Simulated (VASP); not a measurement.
All values below come from PBEsol GGA, VASP's PBE PAW potentials (set 64) (plane waves; VASP).

A VASP calculation is set up with these files.

### POSCAR
```
Sr(210) slab
1
    7.2401965872     0.0000000000     0.0000000000
    4.8267974007     5.3965235388    -0.0000000000
   -0.0000000000    -0.0000000000    25.1595127203
Sr
8
Direct
  0.4500000000   0.4500000000   0.3161110000
  0.7500000000   0.7500000000   0.3686510000
  0.0500000000   0.0500000000   0.4211900000
  0.3500000000   0.3500000000   0.4737300000
  0.6500000000   0.6500000000   0.5262700000
  0.9500000000   0.9500000000   0.5788100000
  0.2500000000   0.2500000000   0.6313490000
  0.5500000000   0.5500000000   0.6838890000
```

INCAR:
```
SYSTEM=Sr(210) slab
PREC=Normal; ENCUT=400; LREAL=.FALSE.
LASPH=.TRUE.
EDIFF=1E-5; NELM=100; NELMIN=4
ALGO=Normal; LMAXMIX=4
ISMEAR=1; SIGMA=0.1
GGA=PS
IBRION=2; NSW=50; ISIF=2
EDIFFG=-0.03
LWAVE=.TRUE.; LCHARG=.FALSE.
DIPOL=0.5 0.5 0.5
LDIPOL=.TRUE.; IDIPOL=3
```

### KPOINTS
```
Automatic
0
gamma
  5 5 1
```

POTCAR, in this order: Sr_sv (PBE.64 set). Program: vasp_std.

The resulting files:

File OSZICAR:
```
       N       E                     dE             d eps       ncg     rms          rms(c)
DAV:   1     0.421084384861E+03    0.42108E+03   -0.32406E+04  1232   0.103E+03
DAV:   2     0.369537584076E+02   -0.38413E+03   -0.37774E+03  1024   0.264E+02
DAV:   3    -0.946009056954E+01   -0.46414E+02   -0.45764E+02  1248   0.544E+01
DAV:   4    -0.140578003169E+02   -0.45977E+01   -0.45620E+01  1432   0.196E+01
DAV:   5    -0.144318111354E+02   -0.37401E+00   -0.37356E+00  1240   0.422E+00    0.384E+01
DAV:   6    -0.125665954452E+02    0.18652E+01   -0.83833E+00  1072   0.748E+00    0.173E+01
DAV:   7    -0.124655657727E+02    0.10103E+00   -0.25451E+00  1080   0.401E+00    0.819E+00
DAV:   8    -0.124068545960E+02    0.58711E-01   -0.45373E-01  1168   0.144E+00    0.163E+00
DAV:   9    -0.124097320988E+02   -0.28775E-02   -0.58299E-02  1216   0.523E-01    0.109E+00
DAV:  10    -0.124101743190E+02   -0.44222E-03   -0.88468E-03  1128   0.285E-01    0.325E-01
DAV:  11    -0.124117893207E+02   -0.16150E-02   -0.17324E-03  1280   0.107E-01    0.102E-01
DAV:  12    -0.124130240376E+02   -0.12347E-02   -0.61014E-04  1064   0.447E-02    0.482E-02
DAV:  13    -0.124141226122E+02   -0.10986E-02   -0.49582E-04   968   0.334E-02    0.321E-02
DAV:  14    -0.124146344982E+02   -0.51189E-03   -0.36506E-04   856   0.295E-02    0.176E-02
DAV:  15    -0.124147152100E+02   -0.80712E-04   -0.14050E-04   856   0.172E-02    0.931E-03
DAV:  16    -0.124147358624E+02   -0.20652E-04   -0.76313E-06   728   0.666E-03    0.539E-03
DAV:  17    -0.124147634704E+02   -0.27608E-04   -0.11297E-05   744   0.627E-03    0.359E-03
DAV:  18    -0.124147595512E+02    0.39192E-05   -0.57926E-06   704   0.462E-03
   1 F= -.12414760E+02 E0= -.12411233E+02  d E =-.124148E+02
       N       E                     dE             d eps       ncg     rms          rms(c)
DAV:   1    -0.124153941146E+02   -0.63064E-03   -0.98497E-02   944   0.132E+00    0.704E-02
DAV:   2    -0.124155707229E+02   -0.17661E-03   -0.21797E-03   992   0.204E-01    0.312E-02
DAV:   3    -0.124155935506E+02   -0.22828E-04   -0.21901E-04  1288   0.403E-02    0.144E-02
DAV:   4    -0.124156005589E+02   -0.70083E-05   -0.15859E-06   648   0.629E-03
   2 F= -.12415601E+02 E0= -.12412069E+02  d E =-.841008E-03
       N       E                     dE             d eps       ncg     rms          rms(c)
DAV:   1    -0.124159804876E+02   -0.38694E-03   -0.88521E-01   880   0.396E+00    0.212E-01
DAV:   2    -0.124175192799E+02   -0.15388E-02   -0.19632E-02   928   0.612E-01    0.944E-02
DAV:   3    -0.124176833308E+02   -0.16405E-03   -0.19889E-03  1360   0.121E-01    0.435E-02
DAV:   4    -0.124176903136E+02   -0.69828E-05   -0.16013E-05   768   0.153E-02
   3 F= -.12417690E+02 E0= -.12414147E+02  d E =-.293076E-02
       N       E                     dE             d eps       ncg     rms          rms(c)
DAV:   1    -0.124136667165E+02    0.40166E-02   -0.35385E+00   864   0.792E+00    0.424E-01
DAV:   2    -0.124198269048E+02   -0.61602E-02   -0.78705E-02   880   0.122E+00    0.189E-01
DAV:   3    -0.124204728814E+02   -0.64598E-03   -0.80437E-03  1408   0.244E-01    0.882E-02
DAV:   4    -0.124205046543E+02   -0.31773E-04   -0.83130E-05  1112   0.341E-02    0.496E-02
DAV:   5    -0.124205134405E+02   -0.87862E-05   -0.31927E-05   848   0.244E-02
   4 F= -.12420513E+02 E0= -.12416956E+02  d E =-.575389E-02
       N       E                     dE             d eps       ncg     rms          rms(c)
DAV:   1    -0.123930974265E+02    0.27407E-01   -0.14182E+01   864   0.158E+01    0.850E-01
DAV:   2    -0.124181630121E+02   -0.25066E-01   -0.31918E-01   864   0.246E+00    0.383E-01
DAV:   3    -0.124207575216E+02   -0.25945E-02   -0.32353E-02  1464   0.492E-01    0.181E-01
DAV:   4    -0.124208714301E+02   -0.11391E-03   -0.34506E-04  1176   0.710E-02    0.102E-01
DAV:   5    -0.124209121457E+02   -0.40716E-04   -0.13447E-04  1024   0.497E-02    0.212E-02
DAV:   6    -0.124209146756E+02   -0.25299E-05   -0.91680E-06   688   0.122E-02
   5 F= -.12420915E+02 E0= -.12417361E+02  d E =-.615512E-02
       N       E                     dE             d eps       ncg     rms          rms(c)
DAV:   1    -0.124160475724E+02    0.48646E-02   -0.28863E+00   864   0.714E+00    0.385E-01
DAV:   2    -0.124210439300E+02   -0.49964E-02   -0.63988E-02   864   0.110E+00    0.171E-01
DAV:   3    -0.124215592976E+02   -0.51537E-03   -0.64351E-03  1360   0.218E-01    0.806E-02
DAV:   4    -0.124215806143E+02   -0.21317E-04   -0.75993E-05  1088   0.305E-02    0.458E-02
DAV:   5    -0.124215877859E+02   -0.71716E-05   -0.25841E-05   824   0.222E-02
   6 F= -.12421588E+02 E0= -.12418030E+02  d E =-.682823E-02
       N       E                     dE             d eps       ncg     rms          rms(c)
DAV:   1    -0.124209564060E+02    0.62421E-03   -0.88375E-01   864   0.370E+00    0.234E-01
DAV:   2    -0.124224853120E+02   -0.15289E-02   -0.19636E-02   888   0.581E-01    0.947E-02
DAV:   3    -0.124226468582E+02   -0.16155E-03   -0.20011E-03  1344   0.120E-01    0.434E-02
DAV:   4    -0.124226504482E+02   -0.35899E-05   -0.22394E-05   800   0.167E-02
   7 F= -.12422650E+02 E0= -.12419098E+02  d E =-.106266E-02
```

**OUTCAR**
```
------------------------ aborting loop because EDIFF is reached ----------------------------------------
  FORCE on cell =-STRESS in cart. coord.  units (eV):
  Direction    XX          YY          ZZ          XY          YZ          ZX
  --------------------------------------------------------------------------------------
  Total       -0.6959749     -1.4474006     -0.0574359      0.4200599      0.1270516      0.2840962
  in kB       -1.1343249     -2.3590256     -0.0936111      0.6846288      0.2070733      0.4630302
  external PRESSURE =      -1.1956539 kB  Pullay stress =       0.0000000 kB
  volume of cell :      983.03
      direct lattice vectors                 reciprocal lattice vectors
     7.240196587  0.000000000  0.000000000     0.138117797 -0.123536313  0.000000000
     4.826797401  5.396523539  0.000000000     0.000000000  0.185304482  0.000000000
     0.000000000  0.000000000 25.159512720     0.000000000  0.000000000  0.039746398
 POSITION                                       TOTAL-FORCE (eV/Angst)
 -----------------------------------------------------------------------------------
      5.39747      2.41382      7.94244        -0.021213     -0.009487     -0.012032
      9.03817      4.04199      9.32699        -0.015589     -0.006972      0.001946
      0.60837      0.27207     10.56955         0.005827      0.002606      0.015066
      4.24647      1.89908     11.88831        -0.003763     -0.001683      0.013269
      7.82052      3.49744     13.27120         0.003763      0.001683     -0.013269
     11.45862      5.12445     14.58996        -0.005827     -0.002606     -0.015066
      3.02882      1.35453     15.83253         0.015589      0.006972     -0.001946
      6.66952      2.98270     17.21707         0.021213      0.009487      0.012032
 -----------------------------------------------------------------------------------
    total drift:                               -0.000000     -0.000000     -0.000000
  FREE ENERGIE OF THE ION-ELECTRON SYSTEM (eV)
  ---------------------------------------------------
  free  energy   TOTEN  =       -12.4226504482 eV

  energy  without entropy=      -12.4119943286  energy(sigma->0) =      -12.41909841

 reached required accuracy - stopping structural energy minimisation
```
(Selected blocks of OUTCAR.)

### CONTCAR
```
Sr(210) slab
   1.00000000000000
     7.2401965871999998    0.0000000000000000    0.0000000000000000
     4.8267974007000003    5.3965235388000004    0.0000000000000000
     0.0000000000000000    0.0000000000000000   25.1595127203000004
  Sr
     8
Direct
     0.4472921585394934    0.4472921585394934    0.3156834701140104
     0.7489996628164929    0.7489996628164929    0.3707141130139457
     0.0504160441971025    0.0504160441971025    0.4201015539209305
     0.3519078303221329    0.3519078303221329    0.4725174840869260
     0.6480921696778671    0.6480921696778671    0.5274825159130740
     0.9495839558028977    0.9495839558028977    0.5798984460790696
     0.2510003371835071    0.2510003371835071    0.6292858869860543
     0.5527078414605066    0.5527078414605066    0.6843165298859897
```

The cell is a thin slab with vacuum, built from Sr (fcc): (210) face.
